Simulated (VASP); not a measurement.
Crystal: WC.

```
W C
1.0
     2.90650    0.00000    0.00000
    -1.45325    2.51710    0.00000
     0.00000    0.00000    2.83660
W C
1 1
Direct
  0.00000 0.00000 0.00000
  0.66667 0.33333 0.50000
```

| Item | Value |
| --- | --- |
| Program | VASP 6.6.1 |
| Task | relaxation of cell and atoms |
| Functional | PBE |
| Potentials or basis | VASP PAW PBE potentials, release 64 (W_sv, C) |
| Cutoff | 520 eV |
| k mesh | 12 × 12 × 10 |
| Occupations | gaussian, width 0.1 eV |
| Spin | no spin polarisation |

At the start: pressure 6.8 GPa; volume 10.38 Å³/atom.

How do energy, volume and symmetry change on relaxing?

Over 6 steps the energy falls by 3.7 meV/atom and the volume is 10.55 Å³/atom (+1.7 %); space group P-6m2 (No. 187, to 0.05 Å).

Step by step:
```tsv
step	energy change (eV)	largest force (eV/Å)	pressure (GPa)	volume (Å³)
1	0.0000	0.0000	6.82	20.75
2	0.0456	0.0000	-16.26	22.11
3	-0.0074	0.0000	-0.11	21.11
4	-0.0074	0.0000	0.03	21.11
5	-0.0074	0.0000	0.02	21.11
6	-0.0075	0.0000	0.02	21.11
```

Final structure:
```
CELL_PARAMETERS angstrom
2.92424 0.00000 0.00000
-1.46212 2.53247 0.00000
0.00000 0.00000 2.85038
ATOMIC_POSITIONS crystal
W 0.00000 0.00000 0.00000
C 0.66667 0.33333 0.50000
```
